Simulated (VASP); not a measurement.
# BiSbS4 (P-3m1) in VASP: density of states with PBE

Aim: the density of states of BiSbS4 with PBE.

Program: VASP 6.6.1. These are calculated values, not measurements. Logs are shortened: lines on timing, memory, paths and dates and some standing lists are left out, and cuts for length are marked.

## 1. The crystal as given

Symmetry: P-3m1, No. 164, trigonal system. The conventional cell has a = 3.811 Å, b = 3.811 Å, c = 13.148 Å, α = 90.00°, β = 90.00°, γ = 120.00°. Sb (site symmetry -3m) has 6 S at 2.67 Å as nearest neighbours. Bi (site symmetry -3m) is surrounded by 6 S at 2.75 Å. S (site symmetry 3m) is surrounded by 3 Sb at 2.67 Å. S (site symmetry 3m) has 3 Bi at 2.75 Å as nearest neighbours.

The cell was built by a generator and needn't be a form met in nature.

## 2. Density of states, PBE

Contents of POSCAR:

```
BiSbS4                                  
1.0
    3.8114847457      0.0000000000      0.0000000000
   -1.9057423729      3.3008426184     -0.0000000000
    0.0000000000     -0.0000000000     13.1476428391
  Sb              Bi              S             
     1     1     4
Direct
     0.0000000000000000    1.0000000000000000    0.0000000000000000
     0.0000000000000000    0.0000000000000000    0.5000000000000000
     0.3333333300000021    0.6666666699999979    0.8849845515770793
     0.3333333300000021    0.6666666699999979    0.3749730168009590
     0.6666666699999979    0.3333333300000021    0.6250269831990408
     0.6666666699999979    0.3333333300000021    0.1150154484229207
```

Contents of INCAR.step1:

```
ALGO = Fast ; EDIFF = 1E-6
ENCUT = 520 ; GGA = PE
ISIF = 2 ; ISMEAR = 0
KPAR = 4 ; LASPH = T
LCHARG = T ; LREAL = F
LWAVE = F ; NELM = 100
PREC = Accurate ; SIGMA = 0.1
```

Contents of KPOINTS.step1:

```
k-points
0
Gamma
  10 10 4
```

Contents of INCAR.step2:

```
ALGO = Fast ; EDIFF = 1E-6
ENCUT = 520 ; GGA = PE
ICHARG = 11 ; ISIF = 2
ISMEAR = -5 ; KPAR = 4
LASPH = T ; LCHARG = F
LORBIT = 11 ; LREAL = F
LWAVE = F ; NEDOS = 1001
NELM = 100 ; PREC = Accurate
SIGMA = 0.1
```

Contents of KPOINTS.step2:

```
k-points
0
Gamma
  15 15 6
```

Potentials or basis: VASP PAW PBE potentials, release 64 (Sb, Bi_d, S).

Started as:

```console
cat potpaw_PBE.64/Sb/POTCAR potpaw_PBE.64/Bi_d/POTCAR potpaw_PBE.64/S/POTCAR > POTCAR
cp INCAR.step1 INCAR
cp KPOINTS.step1 KPOINTS
mpirun -np 4 vasp_std > vasp.out
cp INCAR.step2 INCAR
cp KPOINTS.step2 KPOINTS
mpirun -np 4 vasp_std > vasp.out
```

OUTCAR:

```text
EDIFF = 1E-6
   ENCUT = 520
   GGA = PE
   ICHARG = 11
   ISIF = 2
   ISMEAR = -5
   LASPH = T
   LORBIT = 11
   LREAL = F
   NELM = 100
   PREC = Accurate

 ion  position               nearest neighbor table
   1  0.000  0.000  0.000-   3 2.67   6 2.67   6 2.67   3 2.67   6 2.67   3 2.67
   2  0.000  0.000  0.500-   4 2.75   5 2.75   5 2.75   4 2.75   5 2.75   4 2.75
   3  0.333  0.667  0.885-   1 2.67   1 2.67   1 2.67
   4  0.333  0.667  0.375-   2 2.75   2 2.75   2 2.75
   5  0.667  0.333  0.625-   2 2.75   2 2.75   2 2.75
   6  0.667  0.333  0.115-   1 2.67   1 2.67   1 2.67

  LATTYP: Found a hexagonal cell.
 ALAT       =     3.8114847457
 C/A-ratio  =     3.4494806398

  Lattice vectors:

 A1 = (   3.8114847457,   0.0000000000,   0.0000000000)
 A2 = (  -1.9057423729,   3.3008426184,   0.0000000000)
 A3 = (   0.0000000000,   0.0000000000,  13.1476428391)

Analysis of symmetry for initial positions (statically):
=====================================================================
 Subroutine PRICEL returns:
 Original cell was already a primitive cell.

 Routine SETGRP: Setting up the symmetry group for a
 hexagonal supercell.

 Subroutine GETGRP returns: Found 12 space group operations
 (whereof 12 operations were pure point group operations)
 out of a pool of 24 trial point group operations.

The static configuration has the point symmetry D_3d.

Analysis of symmetry for dynamics (positions and initial velocities):
=====================================================================
 Subroutine PRICEL returns:
 Original cell was already a primitive cell.

 Routine SETGRP: Setting up the symmetry group for a
 hexagonal supercell.

 Subroutine GETGRP returns: Found 12 space group operations
 (whereof 12 operations were pure point group operations)
 out of a pool of 24 trial point group operations.

The dynamic configuration has the point symmetry D_3d.

 Subroutine INISYM returns: Found 12 space group operations
 (whereof 12 operations are pure point group operations),
 and found     1 'primitive' translations

----------------------------------------------------------------------------------------

                                     Primitive cell

  volume of cell :     165.4120

[... 110 lines left out ...]
   NUPDOWN=      -1.0000    fix difference up-down
   EMIN   =  10.00;   EMAX   =-10.00  energy-range for DOS
   EFERMI =   0.00;   METHOD = LEGACY
   ISMEAR =    -5;   SIGMA  =   0.10  broadening in eV -4-tet -1-fermi 0-gaus
   EFERMI_NEDOS =   21; number of points for ismear=-14 and -15
   IALGO  =     68    algorithm
   IMIX   =      4    mixing-type and parameters
     AMIX     =   0.40;   BMIX     =  1.00
     AMIX_MAG =   1.60;   BMIX_MAG =  1.00
  volume/ion in A,a.u.               =      27.57       186.04
  Fermi-wavevector in a.u.,A,eV,Ry     =   1.052859  1.989614 15.082214  1.108511
  Thomas-Fermi vector in A             =   2.187958
   LORBIT       =     11    0 simple, 1 ext, 2 COOP (PROOUT), +10 PAW based schemes
   GGA     = PE    functional components
   LHFCALC =     F    Hartree Fock is set to
   AEXX    =    0.0000 exact exchange contribution
   IVDW    =     0    specifies the selected vdW correction
   LEPSILON=     F    determine dielectric tensor
   LRPA    =     F    only Hartree local field effects (RPA)
 non-spin polarized calculation
 RMM-DIIS sequential band-by-band and
 Fermi weights with tetrahedron method with Bloechl corrections
  energy-cutoff  :      520.00
  volume of cell :      165.41
 maximum number of plane-waves:      4495

 number of electron      44.0000010 magnetization

 Free energy of the ion-electron system (eV)
  ---------------------------------------------------
  ext. energy  EPLUGINS =         0.00000000
  ---------------------------------------------------
  free energy    TOTEN  =       -24.81815996 eV

  energy without entropy =      -24.81815996  energy(sigma->0) =      -24.81815996

 E-fermi :   3.7347     XC(G=0):  -8.7522

 val. band max:        3.7337184870   @ k =   0.3333   0.2667   0.5000
 cond. band min:       3.6831750026   @ k =   0.0000   0.0000   0.5000
 fundamental gap:     -0.0505434844
 Fermi energy:         3.7346599114

 k-point     1 :       0.0000    0.0000    0.0000
  band No.  band energies     occupation
      1     -18.9351      2.00000
      2     -18.9351      2.00000
      3     -18.9015      2.00000
      4     -18.8765      2.00000
      5     -18.8765      2.00000
      6     -10.8408      2.00000
[... 685 lines left out ...]
     25       7.3373      0.00000
     26       7.7547      0.00000

 [... further k-points ...]

------------------------ aborting loop because EDIFF is reached ----------------------------------------

  FORCE on cell =-STRESS in cart. coord.  units (eV):
  Direction    XX          YY          ZZ          XY          YZ          ZX
  --------------------------------------------------------------------------------------
  -------------------------------------------------------------------------------------
  Total       -0.0920391     -0.0920391     -0.1350948      0.0000000      0.0000000      0.0000000
  in kB       -0.8914889     -0.8914889     -1.3085260      0.0000000      0.0000000      0.0000000
  external PRESSURE =      -1.0305013 kB  Pullay stress =       0.0000000 kB

 VOLUME and BASIS-vectors are now :
 -----------------------------------------------------------------------------
  energy-cutoff  :      520.00
  volume of cell :      165.41
      direct lattice vectors                 reciprocal lattice vectors
     3.811484746  0.000000000  0.000000000     0.262364949  0.151476474  0.000000000
    -1.905742373  3.300842618  0.000000000     0.000000000  0.302952947  0.000000000
     0.000000000  0.000000000 13.147642839     0.000000000  0.000000000  0.076059261

 POSITION                                       TOTAL-FORCE (eV/Angst)
 -----------------------------------------------------------------------------------
      0.00000      0.00000      0.00000        -0.000000      0.000000      0.000000
      0.00000      0.00000      6.57382        -0.000000      0.000000      0.000000
     -0.00000      2.20056     11.63546         0.000000     -0.000000     -0.019601
     -0.00000      2.20056      4.93001         0.000000      0.000000     -0.021219
      1.90574      1.10028      8.21763        -0.000000      0.000000      0.021219
      1.90574      1.10028      1.51218         0.000000      0.000000      0.019601
 -----------------------------------------------------------------------------------
    total drift:                                0.000000      0.000000      0.000000

  FREE ENERGIE OF THE ION-ELECTRON SYSTEM (eV)
  ---------------------------------------------------
  free  energy   TOTEN  =       -24.8181599609 eV

  energy  without entropy=      -24.8181599609  energy(sigma->0) =      -24.81815996

 total charge

# of ion       s       p       d       tot
------------------------------------------
    1        1.221   0.925   0.099   2.245
    2        1.556   1.082  10.013  12.651
    3        1.376   2.266   0.000   3.641
    4        1.374   2.272   0.000   3.646
    5        1.374   2.272   0.000   3.646
    6        1.376   2.266   0.000   3.641
--------------------------------------------------
tot          8.276  11.083  10.112  29.471
```

OUTCAR.step1:

```text
EDIFF = 1E-6
   ENCUT = 520
   GGA = PE
   ISIF = 2
[... 936 lines left out ...]
     -0.00000      2.20056     11.63546        -0.000000     -0.000000     -0.001941
     -0.00000      2.20056      4.93001         0.000000      0.000000      0.002066
      1.90574      1.10028      8.21763        -0.000000      0.000000     -0.002066
      1.90574      1.10028      1.51218         0.000000      0.000000      0.001941
 -----------------------------------------------------------------------------------
    total drift:                                0.000000      0.000000      0.000000

  FREE ENERGIE OF THE ION-ELECTRON SYSTEM (eV)
  ---------------------------------------------------
  free  energy   TOTEN  =       -24.8300831774 eV

  energy  without entropy=      -24.8053148221  energy(sigma->0) =      -24.81769900
```

It took 85 s on 4 MPI ranks of AMD EPYC 9R45 (Zen 5), shared host; peak memory 0.68 GiB.

What came out:

```
Valence electrons inside the program's atomic spheres : Sb 2.25; Bi 12.65; S 3.64, 3.65
```

States per cell in windows of 1 eV (zero at the Fermi level; states under -8 eV left out):
```
from (eV)  total  S3_p  S6_p  S4_p  S5_p  Sb1_p  Bi2_p
     -8.0   0.48  0.02  0.02  0.00  0.00   0.00   0.00
     -7.0   0.00  0.00  0.00  0.00  0.00   0.00   0.00
     -6.0   1.06  0.14  0.14  0.00  0.00   0.15   0.00
     -5.0   2.91  0.25  0.25  0.16  0.16   0.24   0.22
     -4.0   4.30  0.39  0.39  0.29  0.29   0.32   0.33
     -3.0   4.09  0.38  0.38  0.42  0.42   0.11   0.35
     -2.0   6.78  0.84  0.84  0.85  0.85   0.03   0.11
     -1.0   3.16  0.19  0.19  0.55  0.55   0.01   0.01
      0.0   2.07  0.24  0.24  0.25  0.25   0.01   0.01
      1.0   0.13  0.01  0.01  0.00  0.00   0.04   0.00
      2.0   1.54  0.11  0.11  0.01  0.01   0.36   0.06
      3.0   4.10  0.24  0.24  0.19  0.19   0.59   0.53
      4.0   0.23  0.02  0.02  0.01  0.01   0.03   0.03
```

Caveat: spin-orbit coupling is left out, which moves the levels of the heavy elements; this functional lacks dispersion, which binds the layers, so the pressure and a relaxed spacing across them are unreliable; tetrahedron occupations give inexact forces and stress in metals.
